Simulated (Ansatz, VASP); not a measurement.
# Al8Ga5P11O48 (Ga_P2): VASP beside Ansatz, part 2 of 3

One calculation is typed for both programs; each brings its own data sets. How far apart do they land? Of the first pair: The structure shown is the start of the Ansatz relaxation below; VASP solves that cell, so the two are compared at the walk's first step.

VASP 6.6.1 and Ansatz 0.2.0.

So far: Set-up; Ansatz: relaxation, PBEsol.

## 3. VASP: single point, PBEsol, start cell, pair 1

Level of this step: PBEsol, spin-polarised from a ferromagnetic start; plane waves and PAW (Al, Ga_d, P, O) (VASP).

The same cell, functional and mesh now go to VASP, with its own data sets.

Lines of VASP's logs that name or quote its potential files are left out, and so is its time.

INCAR reads:

```
SYSTEM = Al8Ga5P11O48
PREC = Accurate
ENCUT = 520
EDIFF = 1E-06
NELM = 200
ISMEAR = 0
SIGMA = 0.01
LREAL = Auto
ALGO = Normal
GGA = PS
NELECT = 433
NBANDS = 272
ISPIN = 2
MAGMOM = -0 -0 0 0 -0 -0 -0 -0 0 0 0 -0 0 0 -0 -0 -0 -0 -0 -0 -0 0 -0 -0 0 0 0 0 0 0 0 0 0 0 -0 0 0 0 0 0 0 0 0 -0 -0 0 -0 -0 0 -0 0.29 0 -0 0.29 0.07 0.01 0.01 0.07 0.01 0.01 0 0 0 0 0 0 0 -0 0 0 0 0
LORBIT = 11
LWAVE = .FALSE.
LCHARG = .FALSE.
ISIF = 2
ISYM = 0
NUPDOWN = 1
LASPH = .TRUE.
GGA_COMPAT = .FALSE.
NCORE = 2
```

POSCAR reads:

```
Al8Ga5P11O48
1.0
    8.5754128112     -4.9779479945     -0.0427180058
    8.5754128112      4.9779479945     -0.0427180058
   -0.0838676572      0.0000000000     11.0343038487
Al Ga P O
8 5 11 48
Direct
    0.2701518950      0.4950029785      0.1669643065
    0.0006369836      0.2354182632      0.8313954315
    0.2660233736      0.9990979264      0.1642635987
    0.9979815780      0.7320625696      0.8369607323
    0.7733814927      0.4952646860      0.1674029518
    0.5018417257      0.2319963995      0.8363517289
    0.7677176610      0.0031608599      0.1714886979
    0.4987343696      0.7321922123      0.8281092178
    0.2385167069      0.2629952672      0.5019957459
    0.2365829816      0.7662679046      0.4963932356
    0.7277978212      0.2705431447      0.5002036568
    0.7298727088      0.2692787045      0.9973748009
    0.7357916143      0.7647822747      0.5041103272
    0.2397067830      0.2648749849      0.9997133237
    0.2728713773      0.9970842454      0.6682183187
    0.4945656613      0.2317226181      0.3359676005
    0.2305941290      0.7641286301      0.0016012404
    0.2711905706      0.5012604711      0.6712189251
    0.4992484921      0.7353992115      0.3348696699
    0.7736882813      0.9980767233      0.6677843354
    0.9951133396      0.2297951796      0.3299985843
    0.7386086269      0.7606430073      0.9983863993
    0.7687834813      0.5063150904      0.6694789059
    0.9970482122      0.7289871554      0.3291829588
    0.2035596064      0.4567255698      0.5579976907
    0.4441221975      0.3501873069      0.2344515208
    0.3485828592      0.2079005940      0.8973224772
    0.0472103743      0.2884274383      0.4439112648
    0.1515098234      0.0563013157      0.7674389244
    0.2943277325      0.1420611759      0.1056668984
    0.2141989907      0.4196179708      0.0503423147
    0.4202774733      0.3707092576      0.7121785374
    0.3712373797      0.2009165968      0.3700298934
    0.0791672188      0.2887648283      0.9456469086
    0.1284935566      0.0839000815      0.2814329817
    0.2980530368      0.1364454827      0.6310677144
    0.2050934125      0.9494720208      0.5597414950
    0.4405994139      0.8588767849      0.2320422808
    0.3581638987      0.7076876386      0.8969956952
    0.0504680462      0.7879638987      0.4405398118
    0.1422318335      0.5586560312      0.7704969564
    0.2954213716      0.6464790769      0.1067058806
    0.2133105291      0.9197048112      0.0528840934
    0.4239658807      0.8686410767      0.7197442358
    0.3685044355      0.7010390465      0.3680426804
    0.0786980061      0.7946578763      0.9530875863
    0.1341692148      0.5817448026      0.2816370169
    0.2964952710      0.6319093817      0.6252130347
    0.7079861797      0.4470192107      0.5539921331
    0.9348015424      0.3586520922      0.2322572221
    0.8589533356      0.2039800406      0.9002575541
    0.5455360941      0.2910926966      0.4459913540
    0.6455563156      0.0556106185      0.7661583883
    0.7962537405      0.1400851740      0.1034573224
    0.7100404559      0.4211571647      0.0547477679
    0.9208923636      0.3704968988      0.7203137310
    0.8671973504      0.1995985720      0.3766817963
    0.5830875761      0.2863030373      0.9489284305
    0.6329505887      0.0740484059      0.2857386955
    0.7981345370      0.1316964778      0.6316475078
    0.7027682609      0.9566487758      0.5566641150
    0.9450969105      0.8504796102      0.2295867037
    0.8505364889      0.7082553721      0.9009396167
    0.5436350118      0.7971410752      0.4420468520
    0.6412079438      0.5651306123      0.7678539121
    0.7898194057      0.6462952064      0.0997004403
    0.7089896985      0.9215345064      0.0548978668
    0.9233240963      0.8628393342      0.7145396255
    0.8639567164      0.7028180302      0.3754514602
    0.5788216026      0.7963431599      0.9494186892
    0.6306943329      0.5807759729      0.2880965251
    0.7953829127      0.6330051617      0.6262174746
```

KPOINTS reads:

```
Points of the shifted mesh
1
Reciprocal
 0.2500000000  0.2500000000  0.2500000000 1
```

The projector-augmented-wave data sets are Al, Ga_d, P and O (PBE family, release 64).

The run is started by

```sh
mpirun -np 8 vasp_std
```

Numbers of over 12 decimals in the logs are rounded to 6 here.

Output:

```text
[banner, memory and clock lines left out]
running    8 mpi-ranks, on    1 nodes
[...]
|                                                                             |
|               ----> ADVICE to this user running VASP <----                  |
|                                                                             |
|     You enforced a specific xc type in the INCAR file but a different       |
|     [... a line on the potential file left out ...]
|     I HOPE YOU KNOW WHAT YOU ARE DOING!                                     |
|                                                                             |

 LDA part: xc-table for (Slater+PW92), standard interpolation
 POSCAR, INCAR and KPOINTS ok, starting setup
[...]
entering main loop
       N       E                     dE             d eps       ncg     rms          rms(c)
DAV:   1     0.604758822309E+04    0.60476E+04   -0.18289E+05  1088   0.179E+03
DAV:   2     0.452993012513E+03   -0.55946E+04   -0.52793E+04  1296   0.490E+02
DAV:   3    -0.515438211527E+03   -0.96843E+03   -0.94481E+03  1296   0.218E+02
DAV:   4    -0.595293330546E+03   -0.79855E+02   -0.78809E+02  1624   0.631E+01
DAV:   5    -0.597503723798E+03   -0.22104E+01   -0.22005E+01  1512   0.106E+01BRMIX: very serious problems
 the old and the new charge density differ
 old charge density:   432.00000 new  433.00000
    0.805E+01
DAV:   6    -0.524656480024E+03    0.72847E+02   -0.26878E+02  1744   0.555E+01    0.423E+01
DAV:   7    -0.525709145729E+03   -0.10527E+01   -0.34685E+01  1456   0.131E+01    0.145E+01
DAV:   8    -0.525610549932E+03    0.98596E-01   -0.54653E+00  1488   0.686E+00    0.796E+00
DAV:   9    -0.525691944956E+03   -0.81395E-01   -0.13663E+00  1600   0.383E+00    0.586E+00
[...]
DAV:  41    -0.525663240668E+03   -0.10009E-05   -0.15523E-05  1072   0.119E-02    0.163E-02
DAV:  42    -0.525663242322E+03   -0.16545E-05   -0.23400E-06   928   0.439E-03    0.654E-03
DAV:  43    -0.525663242934E+03   -0.61153E-06   -0.91306E-07   728   0.305E-03
   1 F= -.52566324E+03 E0= -.52566128E+03  d E =-.393369E-02  mag=     1.0000
```

Parts of OUTCAR (step 3):

```text
  Total       45.8869011     41.6255856     39.3387657     -6.1221630     -0.1815833      1.9195790
  in kB       78.0432649     70.7957288     66.9063641    -10.4124178     -0.3088323      3.2647708
  external PRESSURE =      71.9151193 kB  Pullay stress =       0.0000000 kB

 POSITION                                       TOTAL-FORCE (eV/Angst)
 -----------------------------------------------------------------------------------
      6.54752      1.11930      1.80965         1.576864     -0.423884      0.595757
      1.95454      1.16873      9.16379        -2.722072     -0.881490      0.901146
     10.83516      3.64921      1.75849         0.723319     -0.415440      1.474426
     14.76565     -1.32373      9.16137         0.082364     -0.157324     -0.387412
     10.86513     -1.38445      1.79298        -0.784916      2.530975     -0.833293
      6.22282     -1.34328      9.19721         0.293412     -0.530911      0.008012
      6.59622     -3.80592      1.85933         0.253103     -0.302598     -0.937370
     10.48625      1.16214      9.08503         0.548167     -0.050639      2.817047
      4.25857      0.12185      5.51775        -0.153446      1.307525     -0.507865
      8.55823      2.63674      5.43451        -0.835437      0.128631     -0.202312
      8.51924     -2.27619      5.47675        -0.732253     -1.085848      0.279967
      8.48449     -2.29281     10.96265         3.012881     -3.870202      4.146446
     12.82576      0.14431      5.49840         0.449393      1.641770     -1.097727
      4.24315      0.12529     11.00959        -3.953486      1.326481      1.531312
[...]
-----------------------------------------------------------------------------------
    total drift:                                0.008704     -0.005276      0.013322

  FREE ENERGIE OF THE ION-ELECTRON SYSTEM (eV)
  ---------------------------------------------------
  free  energy   TOTEN  =      -525.6632429337 eV

  energy  without entropy=     -525.6593092480  energy(sigma->0) =     -525.66127609

 magnetization (x)
# of ion       s       p       d       tot
------------------------------------------
    1       -0.000  -0.000   0.000  -0.000
    2       -0.000   0.000   0.000  -0.000
    3       -0.000  -0.000   0.000  -0.000
    4        0.000  -0.000   0.000  -0.000
    5       -0.001   0.000   0.000  -0.000
    6       -0.000   0.000   0.000  -0.000
    7       -0.001  -0.001   0.000  -0.002
    8        0.000   0.000   0.000   0.000
    9       -0.000   0.000   0.000   0.000
   10        0.000  -0.000   0.000  -0.000
   11        0.000   0.000   0.000   0.000
   12       -0.005   0.008   0.101   0.104
   13        0.000   0.000   0.000   0.000
[...]
--------------------------------------------------
tot          0.004   0.745   0.101   0.850

[... 3 further parts left out ...]
[key lines of the parts left out:]
E-fermi :   2.2935
```

The cell is charged against a uniform background.

The run ends at a pressure of 7.19 GPa, with forces up to 19 eV/Å.

## 4. Comparison

Known differences besides the potentials themselves: VASP starts from the moments at which Ansatz ended; fixed occupations in Ansatz, narrow Gaussian smearing in VASP; the cutoff is 420 eV in Ansatz and 520 eV in VASP (PREC = Accurate, projectors in real space); Ansatz makes its cores anew for this functional, VASP keeps those of its PBE data sets. Total energies have different zeros and are not compared.

Forces on 8 of the 72 atoms, those with the largest forces and the largest differences (eV/Å; atoms numbered as in POSCAR):

```tsv
atom	Ansatz x, y, z	VASP x, y, z
Ga12	3.240, -4.079, 4.292	3.013, -3.870, 4.146
P16	3.351, -3.672, -2.358	3.231, -3.632, -2.336
P22	-0.101, 5.705, 3.877	-0.067, 5.578, 3.784
O51	5.489, -7.966, -9.344	5.407, -7.865, -9.256
O54	-2.398, -4.991, 6.377	-2.381, -4.932, 6.320
O55	8.890, 6.493, 4.815	8.791, 6.448, 4.756
O58	-14.531, 10.581, -7.233	-14.098, 10.277, -7.014
O63	2.175, -3.111, -3.772	2.131, -2.996, -3.619
```

The forces differ by 60 meV/Å r.m.s., which is 2.5 % of the r.m.s. force of 2.364 eV/Å (both taken over all components). Moments aren't recorded for both runs of this pair, so they may hold unlike magnetic states. The cell carries a charge of -1 e against a uniform background, so its pressure also hangs on how the neutralising background is counted, and in a defect's cell a gap may be the spacing between its levels.

## 5. Ansatz: relaxation, PBEsol

This run makes the geometry at which the two programs are then compared.

The structure compared here is the end of the Ansatz relaxation.

input.yaml reads:

```yaml
crystal:
  lattice:
    - [4.28770641, -2.488974, -0.021359]
    - [4.28770641, 2.488974, -0.021359]
    - [-0.08386766, 0.0, 11.03430385]
  atoms:
    - { symbol: Al, position: [0.53742837, 1.00115911, 0.16742231] }
    - { symbol: Al, position: [-0.00115911, 0.46257163, 0.83257769] }
    - { symbol: Ga, position: [0.46687149, 0.53312851, 0.5] }
    - { symbol: P, position: [0.46866256, 0.53133744, 0.0] }
    - { symbol: P, position: [0.53622095, 0.00436425, 0.66739529] }
    - { symbol: P, position: [0.99563575, 0.46377905, 0.33260471] }
    - { symbol: O, position: [0.41491108, 0.90269527, 0.55667821] }
    - { symbol: O, position: [0.88023829, 0.7082051, 0.2316637] }
    - { symbol: O, position: [0.70861373, 0.41177823, 0.89753616] }
    - { symbol: O, position: [0.09730473, 0.58508892, 0.44332179] }
    - { symbol: O, position: [0.2917949, 0.11976171, 0.7683363] }
    - { symbol: O, position: [0.58822177, 0.29138627, 0.10246384] }
    - { symbol: O, position: [0.41696096, 0.8431612, 0.05038338] }
    - { symbol: O, position: [0.84192302, 0.73646143, 0.71622935] }
    - { symbol: O, position: [0.73524119, 0.39921406, 0.37217115] }
    - { symbol: O, position: [0.1568388, 0.58303904, 0.94961662] }
    - { symbol: O, position: [0.26353857, 0.15807698, 0.28377065] }
    - { symbol: O, position: [0.60078595, 0.26475881, 0.62782885] }
  supercell: [2, 2, 1]
  defects: [{ substitution: { at: 39, symbol: Ga } }]
total_charge: -1
basis:
  ecutwfc: 420
  xc_grid: 2
hamiltonian:
  xc: pbesol
kpoints:
  mp_grid: { grid: [1, 1, 1], shift: [0.25, 0.25, 0.25] }
magnetization:
  spin_polarized: true
  initial_magnetization: 1
  spin_locking: { lock_magnetization: hard }
scf:
  occupations: { method: fixed }
  max_iter: 80
output:
  forces: true
  charged_corrections: { epsilon: [2.54, 2.5, 2.55], static_epsilon: [5.26, 4.93, 5.05] }
relax:
  f_tol: 0.02
  max_steps: 80
  random_displacement: { amplitude: 0.05, seed: 1868 }
checkpoint:
  write: "../qm1_M1.relax.run"
  compress: false
  write_wavefunctions: true
  write_every: 100000
```

The run is started by

```sh
ansatz run input.yaml --threads 4 --pin off --max-ram 7536MiB --backend cpu --events-out ev --progress --plain --runs-dir out
```

Output:

```text
[...]
Crystal: 72 atoms, lattice volume = 942.028 Å³
Basis set: ecut = 420 eV, 18429 PW (Γ), exchange–correlation on 144×144×150 points (8 copies of the dense FFT grid, shifted against one another)
Bands: 289, of which v1, the nominal top of the filled ones, is band 217 counted from 1 (216 counted from 0)
Symmetry: 1 space group operations
k-points: 1
[...]
Starting moments: Σ|m| = 1 μB on 72 of 72 sites
[...]
- { symbol: Al, position: [0.779344, 1.004660, 0.169089] }
    - { symbol: Al, position: [0.510012, 0.729788, 0.841818] }
    - { symbol: Ga, position: [0.738466, 0.764405, 0.502243] }
    - { symbol: P, position: [0.739698, 0.775399, 0.0046537] }
    - { symbol: P, position: [0.772028, 0.499829, 0.669691] }
    - { symbol: P, position: [1.004282, 0.723411, 0.331713] }
[...]
- { symbol: O, position: [0.875115, 0.692121, 0.376146] }
    - { symbol: O, position: [0.582684, 0.801697, 0.955322] }
    - { symbol: O, position: [0.641760, 0.585996, 0.290093] }
    - { symbol: O, position: [0.808138, 0.626963, 0.628275] }
```

(Continued in part 3 of 3.)

[Lines on the potential files, build, host, timing and source positions are cut from VASP's logs without a mark.]

[Logs are printed without paths, hosts, clocks, repeated set-up lines and the standing remarks that a program may print on its own settings, such as how far it seeks lower states.]

[Hosts, paths, dates, database ids (printed as entryN), source tags and the programs' standing remarks are cut or masked in the printed files.]
